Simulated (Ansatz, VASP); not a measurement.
## Pb8ClF15 (a cell with a defect): VASP beside Ansatz

File INCAR:

```
SYSTEM = Pb8ClF15
ALGO     = Normal         ! electronic algorithm
EDIFF    = 1E-8           ! SCF threshold, eV
ENCUT    = 520            ! plane-wave cutoff, eV
GGA      = PE             ! functional
ISIF     = 2              ! what is computed and relaxed
ISMEAR   = -1             ! smearing method
LASPH    = .TRUE.         ! aspherical terms in the spheres
LCHARG   = .FALSE.        ! write CHGCAR
LEFG     = .TRUE.       
LREAL    = Auto         
LWAVE    = .FALSE.        ! write WAVECAR
NBANDS   = 130            ! bands
NELM     = 100            ! most SCF steps
PREC     = Accurate       ! precision mode
SIGMA    = 0.01           ! smearing width, eV
```

File KPOINTS:

```
k-points
0
G
  3 3 3
  0 0 0
```

The input POSCAR:

```
Pb8ClF15
1.0
    0.0000000000      3.8796427700      7.6637946300
    6.4081039300      0.0000000000      7.6637946300
    6.4081039300      3.8796427700      0.0000000000
Pb F Cl
8 15 1
Direct
    0.4444880350      0.4495675050      0.8055119650
    0.9444880350      0.9495675050      0.3055119650
    0.0555119650      0.0504324950      0.6944880350
    0.5555119650      0.5504324950      0.1944880350
    0.0504324950      0.5555119650      0.1995675050
    0.5504324950      0.0555119650      0.6995675050
    0.4495675050      0.9444880350      0.3004324950
    0.9495675050      0.4444880350      0.8004324950
    0.9646913250      0.1887880850      0.2853086750
    0.4646913250      0.6887880850      0.7853086750
    0.5353086750      0.3112119150      0.2146913250
    0.0353086750      0.8112119150      0.7146913250
    0.8112119150      0.5353086750      0.4387880850
    0.3112119150      0.0353086750      0.9387880850
    0.6887880850      0.9646913250      0.0612119150
    0.1887880850      0.4646913250      0.5612119150
    0.7720346600      0.6628299600      0.9779653400
    0.2279653400      0.3371700400      0.0220346600
    0.7279653400      0.8371700400      0.5220346600
    0.3371700400      0.7279653400      0.4128299600
    0.8371700400      0.2279653400      0.9128299600
    0.1628299600      0.7720346600      0.0871700400
    0.6628299600      0.2720346600      0.5871700400
    0.2720346600      0.1628299600      0.4779653400
```

Input for Ansatz:

```yaml
crystal:
  lattice:
    - [0.0, 3.87964277, 7.66379463]
    - [6.40810393, 0.0, 7.66379463]
    - [6.40810393, 3.87964277, 0.0]
  atoms:
    - { symbol: Pb, position: [0.444488035, 0.449567505, 0.805511965] }
    - { symbol: Pb, position: [0.944488035, 0.949567505, 0.305511965] }
    - { symbol: Pb, position: [0.055511965, 0.050432495, 0.694488035] }
    - { symbol: Pb, position: [0.555511965, 0.550432495, 0.194488035] }
    - { symbol: Pb, position: [0.050432495, 0.555511965, 0.199567505] }
    - { symbol: Pb, position: [0.550432495, 0.055511965, 0.699567505] }
    - { symbol: Pb, position: [0.449567505, 0.944488035, 0.300432495] }
    - { symbol: Pb, position: [0.949567505, 0.444488035, 0.800432495] }
    - { symbol: F, position: [0.964691325, 0.188788085, 0.285308675] }
    - { symbol: F, position: [0.464691325, 0.688788085, 0.785308675] }
    - { symbol: F, position: [0.535308675, 0.311211915, 0.214691325] }
    - { symbol: F, position: [0.035308675, 0.811211915, 0.714691325] }
    - { symbol: F, position: [0.811211915, 0.535308675, 0.438788085] }
    - { symbol: F, position: [0.311211915, 0.035308675, 0.938788085] }
    - { symbol: F, position: [0.688788085, 0.964691325, 0.061211915] }
    - { symbol: F, position: [0.188788085, 0.464691325, 0.561211915] }
    - { symbol: Cl, position: [0.27203466, 0.16282996, 0.47796534] }
    - { symbol: F, position: [0.77203466, 0.66282996, 0.97796534] }
    - { symbol: F, position: [0.22796534, 0.33717004, 0.02203466] }
    - { symbol: F, position: [0.72796534, 0.83717004, 0.52203466] }
    - { symbol: F, position: [0.33717004, 0.72796534, 0.41282996] }
    - { symbol: F, position: [0.83717004, 0.22796534, 0.91282996] }
    - { symbol: F, position: [0.16282996, 0.77203466, 0.08717004] }
    - { symbol: F, position: [0.66282996, 0.27203466, 0.58717004] }
kpoints:
  mp_grid: { grid: [3, 3, 3] }
scf:
  occupations: { method: fermi_dirac, width: 0.01 }
hamiltonian:
  xc: pbe
  pseudopotentials: { kind: paw }
output:
  forces: true
  stress: true
  populations: true
  efg:
    quadrupole_moments_barn: { Cl: -0.08112 }
    contact_densities: true
```

Alike in both runs: task electric field gradients; functional PBE; k mesh 3 × 3 × 3; occupations fermi-dirac, width 0.01 eV; no spin polarisation.

|  | VASP | Ansatz |
| --- | --- | --- |
| version | VASP 6.6.1 | Ansatz 0.2.0 |
| potentials or method | VASP PAW PBE potentials, release 64 (Pb_d, F, Cl) | plane-wave PAW, scalar-relativistic |
| plane-wave cutoff (eV) | 520 | 420 |
| valence electrons in the cell | 224 | 224 |

VASP gave:

* gap on the k mesh at the Fermi level (eV): 4.14
* pressure (GPa): 7.9
* largest component of the traceless stress (GPa): 0.78
* rms of the force components (eV/Å): 0.667
* Vzz of the field gradient on the site that differs most (V/Å²): -138.8

Q: What did Ansatz give for the same quantities?

A: gap on the k mesh at the Fermi level (eV): 4.14; pressure (GPa): 8.1; largest component of the traceless stress (GPa): 0.78; rms of the force components (eV/Å): 0.666; Vzz of the field gradient on the site that differs most (V/Å²): -125.5.

Ansatz warned: «gradients_without_spin_orbit».

Caveats: spin-orbit coupling is left out, which as a rule narrows the gap of such compounds by several tenths of an eV. Expect the measured gap to be larger: semilocal functionals such as PBE lack the derivative discontinuity.
